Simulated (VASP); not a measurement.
Data:

```yaml
crystal:
  lattice:
    - [0.00000, 3.03535, 3.03535]
    - [3.03535, 0.00000, 3.03535]
    - [3.03535, 3.03535, 0.00000]
  atoms:
    - { symbol: Cu, position: [0.00000, 0.00000, 0.00000] }
    - { symbol: I, position: [0.25000, 0.25000, 0.25000] }
```

The numbers are results of PBE GGA, VASP's PBE PAW potentials (set 64) (plane waves; VASP), not measurements. Numerical set-up: 400 eV cut-off, 14×14×14 Γ-centred mesh, Gaussian smearing of 0.010 eV, potentials Cu I.

Unless said otherwise, spin-orbit coupling is left out, though it shifts the bands of the heavy elements here.

Problem. What does the run give for the energy per atom (σ→0), band gap (on the k-mesh) with the smallest direct gap where there is one?

Solution. 
- band gap (on the k-mesh): 1.13 eV
- smallest direct gap (on the k-mesh): 1.13 eV
- energy per atom (σ→0): -2.781 eV/atom

Only differences to runs with the same potentials and settings are physical.

The compound is CuI in the zinc blende structure. It was relaxed first.
